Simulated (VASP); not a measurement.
# Lattice vibrations of Tc, part 2 of 3

Wanted: whether Tc is dynamically stable, and its vibrational spectrum. The start is a cell from a database of measured crystal structures.

VASP 6.6.1; PBEsol; plane waves and PAW (Tc).

So far. Step 2 (Relax the host): The run ended after 9 ionic steps, 0.027 eV below its first step, once forces and stress met EDIFFG = -0.02. Step 3 (Tight relaxation): The run ended after 4 ionic steps, 0.000 eV below its first step, once forces and stress met EDIFFG = -0.002.

## (4) Force constants in the supercell

System of this step: Tc. The structure is hexagonal, space group P6_3/mmc (No. 194). Conventional cell: a = 2.716 Å, b = 2.716 Å, c = 4.342 Å, α = 90.00°, β = 90.00°, γ = 120.00°. Tc has 12 Tc at 2.68 to 2.72 Å nearest.

Each independent atom is moved by 0.015 Å both ways; the forces give the force constants out to half the supercell.

The input, INCAR:

```
SYSTEM = Tc
PREC = Accurate
ENCUT = 350
EDIFF = 1E-07
NELM = 120
ISMEAR = 1
SIGMA = 0.2
LREAL = Auto
ALGO = Fast
GGA = PS
NBANDS = 152
LASPH = .TRUE.
LWAVE = .FALSE.
LCHARG = .FALSE.
KPAR = 4
IBRION = 6
NSW = 1
NFREE = 2
POTIM = 0.015
ISIF = 0
ADDGRID = .TRUE.
```

The input, POSCAR:

```
Tc
1.0
    8.1466653729      0.0000000000      0.0000000000
   -4.0733326866      7.0552191693      0.0000000000
    0.0000000000      0.0000000000      8.6844331460
Tc
36
Direct
    0.2222222222      0.1111111111      0.3750000000
    0.2222222222      0.1111111111      0.8750000000
    0.2222222222      0.4444444444      0.3750000000
    0.2222222222      0.4444444444      0.8750000000
    0.2222222222      0.7777777778      0.3750000000
    0.2222222222      0.7777777778      0.8750000000
    0.5555555556      0.1111111111      0.3750000000
    0.5555555556      0.1111111111      0.8750000000
    0.5555555556      0.4444444444      0.3750000000
    0.5555555556      0.4444444444      0.8750000000
    0.5555555556      0.7777777778      0.3750000000
    0.5555555556      0.7777777778      0.8750000000
    0.8888888889      0.1111111111      0.3750000000
    0.8888888889      0.1111111111      0.8750000000
    0.8888888889      0.4444444444      0.3750000000
    0.8888888889      0.4444444444      0.8750000000
    0.8888888889      0.7777777778      0.3750000000
    0.8888888889      0.7777777778      0.8750000000
    0.1111111111      0.2222222222      0.1250000000
    0.1111111111      0.2222222222      0.6250000000
    0.1111111111      0.5555555556      0.1250000000
    0.1111111111      0.5555555556      0.6250000000
    0.1111111111      0.8888888889      0.1250000000
    0.1111111111      0.8888888889      0.6250000000
    0.4444444444      0.2222222222      0.1250000000
    0.4444444444      0.2222222222      0.6250000000
    0.4444444444      0.5555555556      0.1250000000
    0.4444444444      0.5555555556      0.6250000000
    0.4444444444      0.8888888889      0.1250000000
    0.4444444444      0.8888888889      0.6250000000
    0.7777777778      0.2222222222      0.1250000000
    0.7777777778      0.2222222222      0.6250000000
    0.7777777778      0.5555555556      0.1250000000
    0.7777777778      0.5555555556      0.6250000000
    0.7777777778      0.8888888889      0.1250000000
    0.7777777778      0.8888888889      0.6250000000
```

The input, KPOINTS:

```
Automatic mesh
0
Gamma
5 5 4
0 0 0
```

Potentials, in the order of the species: Tc (PBE family, release 64).

The run is started by

```sh
mpirun -np 4 vasp_std
```

The program printed:

```text
[banner, memory and clock lines left out]
running    4 mpi-ranks, on    1 nodes
 distrk:  each k-point on    1 cores,    4 groups
 distr:  one band on    1 cores,    1 groups

 POSCAR found type information on POSCAR Tc
 POSCAR found :  1 types and      36 ions
 [... a notice as in an earlier step ...]

 LDA part: xc-table for (Slater+PW92), standard interpolation
 POSCAR, INCAR and KPOINTS ok, starting setup
 FFT: planning ... GRIDC
 FFT: planning ... GRID_SOFT
 FFT: planning ... GRID
 WAVECAR not read
 entering main loop
       N       E                     dE             d eps       ncg     rms          rms(c)
DAV:   1     0.880832464486E+03    0.88083E+03   -0.91334E+04  4560   0.110E+03
DAV:   2    -0.306631660152E+03   -0.11875E+04   -0.11209E+04  4808   0.253E+02
DAV:   3    -0.428314604180E+03   -0.12168E+03   -0.11175E+03  7016   0.568E+01
DAV:   4    -0.435043946158E+03   -0.67293E+01   -0.64521E+01  6240   0.144E+01
DAV:   5    -0.435256840171E+03   -0.21289E+00   -0.21030E+00  6344   0.269E+00    0.109E+02
RMM:   6    -0.411477897278E+03    0.23779E+02   -0.34721E+01  4561   0.162E+01    0.396E+01
RMM:   7    -0.406451039251E+03    0.50269E+01   -0.24833E+01  4578   0.115E+01    0.325E+00
RMM:   8    -0.406498366574E+03   -0.47327E-01   -0.31711E+00  4810   0.317E+00    0.216E+00
RMM:   9    -0.406542220728E+03   -0.43854E-01   -0.93612E-01  5048   0.152E+00    0.150E+00
RMM:  10    -0.406539010285E+03    0.32104E-02   -0.21681E-01  4582   0.118E+00    0.755E-01
RMM:  11    -0.406545005942E+03   -0.59957E-02   -0.69634E-02  5698   0.334E-01    0.199E-01
RMM:  12    -0.406545644669E+03   -0.63873E-03   -0.70683E-03  5692   0.120E-01    0.362E-02
RMM:  13    -0.406545734777E+03   -0.90108E-04   -0.13430E-03  5578   0.503E-02    0.197E-02
RMM:  14    -0.406545768834E+03   -0.34057E-04   -0.30856E-04  6216   0.209E-02    0.657E-03
RMM:  15    -0.406545775350E+03   -0.65154E-05   -0.48824E-05  5923   0.809E-03    0.557E-03
RMM:  16    -0.406545774385E+03    0.96500E-06   -0.10715E-05  5532   0.330E-03    0.351E-03
RMM:  17    -0.406545774075E+03    0.31019E-06   -0.12538E-06  3853   0.170E-03    0.624E-04
RMM:  18    -0.406545774067E+03    0.76889E-08   -0.14859E-07  3017   0.735E-04
   1 F= -.40654577E+03 E0= -.40656735E+03  d E =0.647360E-01
 Found     2 degrees of freedom:
 Finite differences POTIM= 0.01500 DOF=   2
 bond charge predicted
       N       E                     dE             d eps       ncg     rms          rms(c)
DAV:   1    -0.406544152759E+03    0.16213E-02   -0.66915E-01 12816   0.163E+00    0.143E-01
RMM:   2    -0.406544815322E+03   -0.66256E-03   -0.95685E-03 12003   0.268E-01    0.155E-01
RMM:   3    -0.406544588868E+03    0.22645E-03   -0.22785E-03 13645   0.970E-02    0.812E-02
RMM:   4    -0.406544542117E+03    0.46751E-04   -0.89741E-04 14147   0.539E-02    0.531E-02
RMM:   5    -0.406544499273E+03    0.42843E-04   -0.33001E-04 13169   0.338E-02    0.179E-02
RMM:   6    -0.406544502239E+03   -0.29658E-05   -0.13102E-04 15693   0.180E-02    0.126E-02
RMM:   7    -0.406544500914E+03    0.13248E-05   -0.24032E-05 14342   0.815E-03    0.570E-03
RMM:   8    -0.406544501062E+03   -0.14813E-06   -0.85165E-06 16215   0.389E-03    0.421E-03
RMM:   9    -0.406544500875E+03    0.18704E-06   -0.33717E-06 13145   0.332E-03    0.346E-03
RMM:  10    -0.406544500718E+03    0.15752E-06   -0.97711E-07 12657   0.196E-03    0.145E-03
RMM:  11    -0.406544500703E+03    0.15372E-07   -0.32527E-07  7759   0.994E-04
   2 F= -.40654450E+03 E0= -.40656606E+03  d E =0.646765E-01
[...]
3 F= -.40654451E+03 E0= -.40656606E+03  d E =0.646765E-01
[...]
4 F= -.40654491E+03 E0= -.40656645E+03  d E =0.646394E-01
 Finite differences progress:
  Degree of freedom:   2/  2
  Displacement:        1/  2
  Total:               3/  4
 bond charge predicted
       N       E                     dE             d eps       ncg     rms          rms(c)
DAV:   1    -0.406543906156E+03    0.10012E-02   -0.25272E+00  5208   0.313E+00    0.309E-01
RMM:   2    -0.406546940016E+03   -0.30339E-02   -0.40517E-02  5365   0.533E-01    0.354E-01
RMM:   3    -0.406545248409E+03    0.16916E-02   -0.86813E-03  5819   0.193E-01    0.182E-01
RMM:   4    -0.406545231414E+03    0.16995E-04   -0.43622E-03  6297   0.112E-01    0.140E-01
RMM:   5    -0.406544797097E+03    0.43432E-03   -0.12555E-03  5501   0.705E-02    0.346E-02
RMM:   6    -0.406544831214E+03   -0.34117E-04   -0.67655E-04  6836   0.394E-02    0.237E-02
RMM:   7    -0.406544829694E+03    0.15200E-05   -0.91403E-05  6237   0.163E-02    0.144E-02
RMM:   8    -0.406544826931E+03    0.27625E-05   -0.34212E-05  6091   0.952E-03    0.723E-03
RMM:   9    -0.406544827772E+03   -0.84083E-06   -0.14817E-05  6759   0.581E-03    0.765E-03
RMM:  10    -0.406544826829E+03    0.94306E-06   -0.38046E-06  5832   0.340E-03    0.299E-03
RMM:  11    -0.406544826831E+03   -0.19045E-08   -0.21279E-06  6455   0.199E-03    0.154E-03
RMM:  12    -0.406544826813E+03    0.18359E-07   -0.29260E-07  3429   0.947E-04
   5 F= -.40654483E+03 E0= -.40656637E+03  d E =0.646393E-01
 Finite differences progress:
  Degree of freedom:   2/  2
  Displacement:        2/  2
  Total:               4/  4
```

Wall time 17 min (4 MPI ranks of AMD EPYC 9R45, shared host); peak memory 7.7 GiB; 69 min of CPU time.

From OUTCAR (step 4):

```text
  LATTYP: Found a hexagonal cell.
 ALAT       =     8.1466653729
 C/A-ratio  =     1.0660107846

 Found     15 irreducible k-points:

   k-points           NKPTS =     15   k-points in BZ     NKDIM =     15   number of bands    NBANDS=    152

   dimension x,y,z NGX =    50 NGY =   50 NGZ =   54
   dimension x,y,z NGXF=   100 NGYF=  100 NGZF=  108

   ENCUT  =  350.0 eV  25.72 Ry    5.07 a.u.  12.43 12.43 13.25*2*pi/ulx,y,z

   NELECT =     252.0000    total number of electrons

 E-fermi :  13.5669

 k-point     1 :       0.0000    0.0000    0.0000
  band No.  band energies     occupation
    ...
    133      13.5685      0.98705
    134      13.5685      0.98697
    135      13.5687      0.98465
    136      13.5759      0.92395
    137      13.5759      0.92389
    138      15.1291     -0.00000
    139      15.1291     -0.00000
    140      15.1291     -0.00000
    141      15.1292     -0.00000
    142      15.1292     -0.00000
    ...

 k-point     2 :       0.2000   -0.0000    0.0000
  band No.  band energies     occupation
    ...
    125      13.4677      1.73604
    126      13.5507      1.13661
    127      13.5514      1.13096
    128      13.5567      1.08643
    129      13.5569      1.08471
    130      13.6778      0.20319
    131      13.6846      0.17066
    132      13.8262     -0.06948
    133      13.8262     -0.06948
    134      13.8307     -0.06852
    ...

  energy-cutoff  :      350.00
  volume of cell :      499.15
      direct lattice vectors                 reciprocal lattice vectors
     8.146665373  0.000000000  0.000000000     0.122749610  0.070869521  0.000000000
    -4.073332687  7.055219169  0.000000000     0.000000000  0.141739041  0.000000000
     0.000000000  0.000000000  8.684433146     0.000000000  0.000000000  0.115148563

 POSITION                                       TOTAL-FORCE (eV/Angst)
 -----------------------------------------------------------------------------------
      1.35778      0.78391      3.24166         0.000000      0.000000      0.124802
      1.35778      0.78391      7.59888         0.000000      0.000000     -0.001930
     -0.00000      3.13565      3.25666         0.000430     -0.002707      0.002888
     -0.00000      3.13565      7.59888         0.000475     -0.002690     -0.021372
     -1.35778      5.48739      3.25666        -0.002130      0.001726      0.002888
     -1.35778      5.48739      7.59888        -0.002092      0.001756     -0.021372
      4.07333      0.78391      3.25666        -0.002560      0.000981      0.002888
      4.07333      0.78391      7.59888        -0.002567      0.000934     -0.021372
      2.71556      3.13565      3.25666        -0.000430     -0.002707      0.002888
      2.71556      3.13565      7.59888        -0.000475     -0.002690     -0.021372
      1.35778      5.48739      3.25666         0.000000      0.000000     -0.011174
      1.35778      5.48739      7.59888         0.000000      0.000000      0.005480
      6.78889      0.78391      3.25666         0.002560      0.000981      0.002888
      6.78889      0.78391      7.59888         0.002567      0.000934     -0.021372
      5.43111      3.13565      3.25666         0.000000      0.000000     -0.002140
      5.43111      3.13565      7.59888         0.000000      0.000000      0.014584
      4.07333      5.48739      3.25666         0.002130      0.001726      0.002888
      4.07333      5.48739      7.59888         0.002092      0.001756     -0.021372
     -0.00000      1.56783      1.08555        -0.011007      0.006355     -0.007413
     -0.00000      1.56783      5.42777         0.015236     -0.008796     -0.006422
     -1.35778      3.91957      1.08555         0.000653      0.000377     -0.001641
     -1.35778      3.91957      5.42777         0.003539      0.002043     -0.001623
     -2.71556      6.27131      1.08555         0.000000     -0.012710     -0.007413
     -2.71556      6.27131      5.42777        -0.000000      0.017593     -0.006422
      2.71556      1.56783      1.08555         0.011007      0.006355     -0.007413
      2.71556      1.56783      5.42777        -0.015236     -0.008796     -0.006422
      1.35778      3.91957      1.08555         0.000000     -0.000102      0.005338
      1.35778      3.91957      5.42777         0.000000     -0.000737      0.005523
     -0.00000      6.27131      1.08555        -0.000089      0.000051      0.005338
     -0.00000      6.27131      5.42777        -0.000638      0.000368      0.005523
      5.43111      1.56783      1.08555         0.000000     -0.000754     -0.001641
      5.43111      1.56783      5.42777         0.000000     -0.004087     -0.001623
      4.07333      3.91957      1.08555        -0.000653      0.000377     -0.001641
      4.07333      3.91957      5.42777        -0.003539      0.002043     -0.001623
      2.71556      6.27131      1.08555         0.000089      0.000051      0.005338
      2.71556      6.27131      5.42777         0.000638      0.000368      0.005523
 -----------------------------------------------------------------------------------
    total drift:                               -0.000001     -0.000000     -0.001640

  FREE ENERGIE OF THE ION-ELECTRON SYSTEM (eV)
  ---------------------------------------------------
  free  energy   TOTEN  =      -406.5448268126 eV

[...]
X         Y         Z           dx          dy          dz
      1.357778  0.783913  3.256662    -0.062463   -0.151554   -0.000000
      1.357778  0.783913  7.598879    -0.062463   -0.151554    0.000000
     -0.000000  3.135653  3.256662     0.162481    0.021683   -0.000000
     -0.000000  3.135653  7.598879     0.162481    0.021683   -0.000000
     -1.357778  5.487393  3.256662    -0.100018    0.129871    0.000000
     -1.357778  5.487393  7.598879    -0.100018    0.129871    0.000000
      4.073333  0.783913  3.256662     0.162481    0.021683   -0.000000
      4.073333  0.783913  7.598879     0.162481    0.021683    0.000000
      2.715555  3.135653  3.256662    -0.100018    0.129871    0.000000
      2.715555  3.135653  7.598879    -0.100018    0.129871   -0.000000
      1.357778  5.487393  3.256662    -0.062463   -0.151554    0.000000
      1.357778  5.487393  7.598879    -0.062463   -0.151554    0.000000
      6.788888  0.783913  3.256662    -0.100018    0.129871   -0.000000
      6.788888  0.783913  7.598879    -0.100018    0.129871    0.000000
      5.431110  3.135653  3.256662    -0.062463   -0.151554   -0.000000
      5.431110  3.135653  7.598879    -0.062463   -0.151554    0.000000
      4.073333  5.487393  3.256662     0.162481    0.021683    0.000000
      4.073333  5.487393  7.598879     0.162481    0.021683   -0.000000
     -0.000000  1.567826  1.085554     0.008366   -0.169161    0.000000
     -0.000000  1.567826  5.427771     0.008366   -0.169161   -0.000000
     -1.357778  3.919566  1.085554    -0.150680    0.077335    0.000000
     -1.357778  3.919566  5.427771    -0.150680    0.077335    0.000000
     -2.715555  6.271306  1.085554     0.142314    0.091825   -0.000000
     -2.715555  6.271306  5.427771     0.142314    0.091825   -0.000000
      2.715555  1.567826  1.085554    -0.150680    0.077335    0.000000
      2.715555  1.567826  5.427771    -0.150680    0.077335   -0.000000
      1.357778  3.919566  1.085554     0.142314    0.091825    0.000000
      1.357778  3.919566  5.427771     0.142314    0.091825   -0.000000
     -0.000000  6.271306  1.085554     0.008366   -0.169161    0.000000
     -0.000000  6.271306  5.427771     0.008366   -0.169161    0.000000
      5.431110  1.567826  1.085554     0.142314    0.091825   -0.000000
      5.431110  1.567826  5.427771     0.142314    0.091825   -0.000000
      4.073333  3.919566  1.085554     0.008366   -0.169161    0.000000
      4.073333  3.919566  5.427771     0.008366   -0.169161   -0.000000
      2.715555  6.271306  1.085554    -0.150680    0.077335    0.000000
      2.715555  6.271306  5.427771    -0.150680    0.077335    0.000000

   3 f  =    6.872994 THz    43.184296 2PiTHz  229.258406 cm-1    28.424407 meV
             X         Y         Z           dx          dy          dz
      1.357778  0.783913  3.256662    -0.133256    0.151844   -0.000000
      1.357778  0.783913  7.598879    -0.133256    0.151844    0.000000
     -0.000000  3.135653  3.256662    -0.064873   -0.191325    0.000000
     -0.000000  3.135653  7.598879    -0.064873   -0.191325   -0.000000
     -1.357778  5.487393  3.256662     0.198129    0.039481   -0.000000
     -1.357778  5.487393  7.598879     0.198129    0.039481    0.000000
      4.073333  0.783913  3.256662    -0.064873   -0.191325    0.000000
      4.073333  0.783913  7.598879    -0.064873   -0.191325   -0.000000
      2.715555  3.135653  3.256662     0.198129    0.039481    0.000000
      2.715555  3.135653  7.598879     0.198129    0.039481    0.000000
      1.357778  5.487393  3.256662    -0.133256    0.151844    0.000000
      1.357778  5.487393  7.598879    -0.133256    0.151844   -0.000000
      6.788888  0.783913  3.256662     0.198129    0.039481   -0.000000
      6.788888  0.783913  7.598879     0.198129    0.039481    0.000000
      5.431110  3.135653  3.256662    -0.133256    0.151844   -0.000000
      5.431110  3.135653  7.598879    -0.133256    0.151844   -0.000000
      4.073333  5.487393  3.256662    -0.064873   -0.191325    0.000000
      4.073333  5.487393  7.598879    -0.064873   -0.191325    0.000000
     -0.000000  1.567826  1.085554    -0.080581   -0.090821   -0.000000
     -0.000000  1.567826  5.427771    -0.080581   -0.090821   -0.000000
     -1.357778  3.919566  1.085554    -0.038362    0.115195    0.000000
     -1.357778  3.919566  5.427771    -0.038362    0.115195    0.000000
     -2.715555  6.271306  1.085554     0.118943   -0.024375    0.000000
     -2.715555  6.271306  5.427771     0.118943   -0.024375    0.000000
      2.715555  1.567826  1.085554    -0.038362    0.115195    0.000000
      2.715555  1.567826  5.427771    -0.038362    0.115195   -0.000000
      1.357778  3.919566  1.085554     0.118943   -0.024375    0.000000
      1.357778  3.919566  5.427771     0.118943   -0.024375   -0.000000
     -0.000000  6.271306  1.085554    -0.080581   -0.090821   -0.000000
     -0.000000  6.271306  5.427771    -0.080581   -0.090821   -0.000000
      5.431110  1.567826  1.085554     0.118943   -0.024375    0.000000
      5.431110  1.567826  5.427771     0.118943   -0.024375    0.000000
      4.073333  3.919566  1.085554    -0.080581   -0.090821   -0.000000
      4.073333  3.919566  5.427771    -0.080581   -0.090821   -0.000000
      2.715555  6.271306  1.085554    -0.038362    0.115195    0.000000
      2.715555  6.271306  5.427771    -0.038362    0.115195    0.000000
    [... 4092 further lines ...]
      4.073333  3.919566  5.427771    -0.031812   -0.163600   -0.000949
      2.715555  6.271306  1.085554    -0.031812   -0.163600   -0.000949
      2.715555  6.271306  5.427771    -0.031812   -0.163600   -0.000949

 ELASTIC MODULI CONTR FROM IONIC RELAXATION (kBar)
 Direction    XX          YY          ZZ          XY          YZ          ZX
 --------------------------------------------------------------------------------
 XX           0.0000      0.0000      0.0000      0.0000      0.0000      0.0000
 YY           0.0000      0.0000      0.0000      0.0000      0.0000      0.0000
 ZZ           0.0000      0.0000      0.0000      0.0000      0.0000      0.0000
 XY           0.0000      0.0000      0.0000      0.0000      0.0000      0.0000
 YZ           0.0000      0.0000      0.0000      0.0000      0.0000      0.0000
 ZX           0.0000      0.0000      0.0000      0.0000      0.0000      0.0000
 --------------------------------------------------------------------------------

[... 2 parts as in an earlier step ...]

[... 7 further parts left out ...]
```

The last energy, forces, stress and levels in OUTCAR belong to the last displaced cell, not to the cell of POSCAR.

This step gave:

| Quantity | Value |
| --- | --- |
| electrons | 252 |
| lowest frequency | -1.75e-6 cm⁻¹ |
| highest frequency | 242.4 cm⁻¹ |
| dynamically stable | yes |
| zero point energy | 30.30 meV/atom |
| heat capacity 300 | 23.64 J/K/mol of atoms |
| entropy 300 | 32.78 J/K/mol of atoms |

(Continued in part 3 of 3.)

[Lines on the potential files, build, host, timing and source positions are cut from VASP's logs without a mark.]

[Logs are printed without paths, hosts, clocks, repeated set-up lines and the standing remarks that a program may print on its own settings, such as how far it seeks lower states.]

[Hosts, paths, dates, database ids (printed as entryN), source tags and the programs' standing remarks are cut or masked in the printed files.]

[Runs that stopped without an error message from VASP are left out.]
